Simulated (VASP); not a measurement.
Calculation: LDA (Ceperley-Alder, Perdew-Zunger), VASP's LDA PAW potentials (set 64) (plane waves; VASP).

A VASP calculation is set up with these files.

### POSCAR
```
InPd
3.271880
  1.0000000000   0.0000000000   0.0000000000
  0.0000000000   1.0000000000   0.0000000000
  0.0000000000   0.0000000000   1.0000000000
In Pd
1 1
Cartesian
  0.0000000000   0.0000000000   0.0000000000
  0.5000000000   0.5000000000   0.5000000000
```

KPOINTS:
```
Automatic
0
gamma
8 8 8
```

**INCAR**
```
SYSTEM = InPd
PREC = Accurate
ENCUT = 300
EDIFF = 1E-6
NELM = 100
ALGO = Normal
LREAL = .FALSE.
LASPH = .TRUE.
ISMEAR = 1
SIGMA = 0.2
LMAXMIX = 4
LWAVE = .FALSE.
LCHARG = .FALSE.
ISIF = 2
```

POTCAR, in this order: In_d Pd (LDA.64 set). Program: vasp_std.

What VASP printed:

OUTCAR:
```
 ion  position               nearest neighbor table
   1  0.000  0.000  0.000-   2 2.83   2 2.83   2 2.83   2 2.83   2 2.83   2 2.83   2 2.83   2 2.83
  LATTYP: Found a simple cubic cell.
 ALAT       =     3.2718800000
 Subroutine PRICEL returns:
 Original cell was already a primitive cell.
 Subroutine GETGRP returns: Found 48 space group operations
The static configuration has the point symmetry O_h .
The dynamic configuration has the point symmetry O_h .
 Subroutine INISYM returns: Found 48 space group operations
 Subroutine IBZKPT returns following result:
 Found     35 irreducible k-points:

 Following reciprocal coordinates:
            Coordinates               Weight
  0.000000  0.000000  0.000000      1.000000
  0.125000  0.000000  0.000000      6.000000
  0.250000  0.000000  0.000000      6.000000
  0.375000  0.000000  0.000000      6.000000
  0.500000  0.000000  0.000000      3.000000
  0.125000  0.125000  0.000000     12.000000
  0.250000  0.125000  0.000000     24.000000
  0.375000  0.125000  0.000000     24.000000
  0.500000  0.125000  0.000000     12.000000
  0.250000  0.250000  0.000000     12.000000
  0.375000  0.250000  0.000000     24.000000
  0.500000  0.250000  0.000000     12.000000
  0.375000  0.375000  0.000000     12.000000
  0.500000  0.375000  0.000000     12.000000
  0.500000  0.500000  0.000000      3.000000
  0.125000  0.125000  0.125000      8.000000
  0.250000  0.125000  0.125000     24.000000
  0.375000  0.125000  0.125000     24.000000
  0.500000  0.125000  0.125000     12.000000
  0.250000  0.250000  0.125000     24.000000
  0.375000  0.250000  0.125000     48.000000
  0.500000  0.250000  0.125000     24.000000
  0.375000  0.375000  0.125000     24.000000
  0.500000  0.375000  0.125000     24.000000
  0.500000  0.500000  0.125000      6.000000
  0.250000  0.250000  0.250000      8.000000
  0.375000  0.250000  0.250000     24.000000
  0.500000  0.250000  0.250000     12.000000
  0.375000  0.375000  0.250000     24.000000
  0.500000  0.375000  0.250000     24.000000
  0.500000  0.500000  0.250000      6.000000
  0.375000  0.375000  0.375000      8.000000
  0.500000  0.375000  0.375000     12.000000
  0.500000  0.500000  0.375000      6.000000
  0.500000  0.500000  0.500000      1.000000
   k-points           NKPTS =     35   k-points in BZ     NKDIM =     35   number of bands    NBANDS=     15
   number of dos      NEDOS =    301   number of ions     NIONS =      2
   total plane-waves  NPLWV =   5832
   dimension x,y,z NGX =    18 NGY =   18 NGZ =   18
   dimension x,y,z NGXF=    36 NGYF=   36 NGZF=   36
   ions per type =               1   1
   PREC   = accura    normal or accurate (medium, high low for compatibility)
   ISTART =      0    job   : 0-new  1-cont  2-samecut
   ICHARG =      2    charge: 1-file 2-atom 10-const
   ISPIN  =      1    spin polarized calculation?
   LNONCOLLINEAR =      F non collinear calculations
   LSORBIT =      F    spin-orbit coupling
   INIWAV =      1    electr: 0-lowe 1-rand  2-diag
   ENCUT  =  300.0 eV  22.05 Ry    4.70 a.u.   4.62  4.62  4.62*2*pi/ulx,y,z
   NELM   =    100;   NELMIN=  2; NELMDL= -5     # of ELM steps
   EDIFF  = 0.1E-05   stopping-criterion for ELM
   LREAL  =      F    real-space projection
   NLSPLINE    = F    spline interpolate recip. space projectors
   LMAXMIX     =    4 max onsite mixed and CHGCAR
   VOSKOWN=      0    Vosko Wilk Nusair interpolation
   EDIFFG = 0.1E-04   stopping-criterion for IOM
   NSW    =      0    number of steps for IOM
   NBLOCK =      1;   KBLOCK =      1    inner block; outer block
   IBRION =     -1    ionic relax: 0-MD 1-quasi-New 2-CG
   NFREE  =      0    steps in history (QN), initial steepest desc. (CG)
...
```

File OSZICAR:
```
       N       E                     dE             d eps       ncg     rms          rms(c)
DAV:   1     0.127067934654E+03    0.12707E+03   -0.82856E+03  1079   0.136E+03
DAV:   2    -0.555667844638E+01   -0.13262E+03   -0.12870E+03  1099   0.331E+02
DAV:   3    -0.109237764145E+02   -0.53671E+01   -0.53455E+01  1358   0.746E+01
DAV:   4    -0.110163637568E+02   -0.92587E-01   -0.92569E-01  1363   0.882E+00
DAV:   5    -0.110195598010E+02   -0.31960E-02   -0.31960E-02  1496   0.142E+00    0.667E+00
DAV:   6    -0.108238614146E+02    0.19570E+00   -0.51150E-01  1204   0.100E+01    0.315E+00
DAV:   7    -0.107812262882E+02    0.42635E-01   -0.82895E-02  1377   0.523E+00    0.148E+00
DAV:   8    -0.107708591562E+02    0.10367E-01   -0.25051E-02  1204   0.147E+00    0.385E-01
DAV:   9    -0.107697836950E+02    0.10755E-02   -0.18944E-03  1365   0.800E-01    0.664E-02
DAV:  10    -0.107697567314E+02    0.26964E-04   -0.40692E-05  1416   0.980E-02    0.287E-02
DAV:  11    -0.107697537696E+02    0.29618E-05   -0.44213E-06  1196   0.213E-02    0.648E-03
DAV:  12    -0.107697537218E+02    0.47746E-07   -0.20916E-07   658   0.598E-03
   1 F= -.10769754E+02 E0= -.10768154E+02  d E =-.480015E-02
```

File OUTCAR:
```
------------------------ aborting loop because EDIFF is reached ----------------------------------------
  FORCE on cell =-STRESS in cart. coord.  units (eV):
  Direction    XX          YY          ZZ          XY          YZ          ZX
  --------------------------------------------------------------------------------------
  Total       -1.5690043     -1.5690043     -1.5690043      0.0000000     -0.0000000      0.0000000
  in kB      -71.7699466    -71.7699466    -71.7699466      0.0000000     -0.0000000      0.0000000
  external PRESSURE =     -71.7699466 kB  Pullay stress =       0.0000000 kB
  volume of cell :       35.03
      direct lattice vectors                 reciprocal lattice vectors
     3.271880000  0.000000000  0.000000000     0.305634681  0.000000000  0.000000000
     0.000000000  3.271880000  0.000000000     0.000000000  0.305634681  0.000000000
     0.000000000  0.000000000  3.271880000     0.000000000  0.000000000  0.305634681
 POSITION                                       TOTAL-FORCE (eV/Angst)
 -----------------------------------------------------------------------------------
      0.00000      0.00000      0.00000         0.000000      0.000000      0.000000
      1.63594      1.63594      1.63594         0.000000      0.000000      0.000000
 -----------------------------------------------------------------------------------
    total drift:                                0.000000     -0.000000      0.000000
  FREE ENERGIE OF THE ION-ELECTRON SYSTEM (eV)
  ---------------------------------------------------
  free  energy   TOTEN  =       -10.7697537218 eV

  energy  without entropy=      -10.7649535681  energy(sigma->0) =      -10.76815367
```
(Selected blocks of OUTCAR.)

**OUTCAR**
```
 val. band max:       10.1250990314   @ k =   0.3750   0.3750   0.1250

 cond. band min:      10.3735622791   @ k =   0.5000   0.5000   0.3750


 Fermi energy:        10.1416325911

 k-point     1 :       0.0000    0.0000    0.0000
  band No.  band energies     occupation
      1      -4.6348      2.00000
      2      -4.6348      2.00000
      3      -4.2206      2.00000
      4      -4.2206      2.00000
      5      -4.2206      2.00000
      6       0.1132      2.00000
      7       6.4372      2.00000
      8       6.4372      2.00000
      9       7.9720      2.00000
     10       7.9720      2.00000
     11       7.9720      2.00000
     12      14.3614      0.00000
     13      14.3614      0.00000
     14      14.3614      0.00000
     15      19.4861      0.00000

 k-point     2 :       0.1250    0.0000    0.0000
  band No.  band energies     occupation
      1      -4.6258      2.00000
      2      -4.5818      2.00000
      3      -4.2365      2.00000
      4      -4.2365      2.00000
      5      -4.2159      2.00000
      6       0.3612      2.00000
      7       6.4387      2.00000
      8       6.4717      2.00000
      9       7.7911      2.00000
     10       7.7911      2.00000
     11       7.9606      2.00000
     12      12.8775     -0.00000
     13      14.8532      0.00000
     14      14.8532      0.00000
     15      19.9899      0.00000

 k-point     3 :       0.2500    0.0000    0.0000
  band No.  band energies     occupation
      1      -4.6045      2.00000
      2      -4.4554      2.00000
      3      -4.2747      2.00000
      4      -4.2747      2.00000
      5      -4.2041      2.00000
      6       1.0999      2.00000
      7       6.3790      2.00000
      8       6.4423      2.00000
      9       7.4129      2.00000
     10       7.4129      2.00000
     11       7.9332      2.00000
     12      10.6558     -0.00168
     13      16.1579      0.00000
     14      16.1579      0.00000
     15      20.1727      0.00000
...
```

At this cut-off the stress carries a Pulay error, which pulls relaxed volumes low. Unless said otherwise, spin-orbit coupling is left out, though it shifts the bands of the heavy elements here.

The structure comes from a computed database's InPd entry; how it stands against other phases isn't given here. The cell was not relaxed at this level. The electron count is odd and the run is not spin-polarised, which forces a metal.
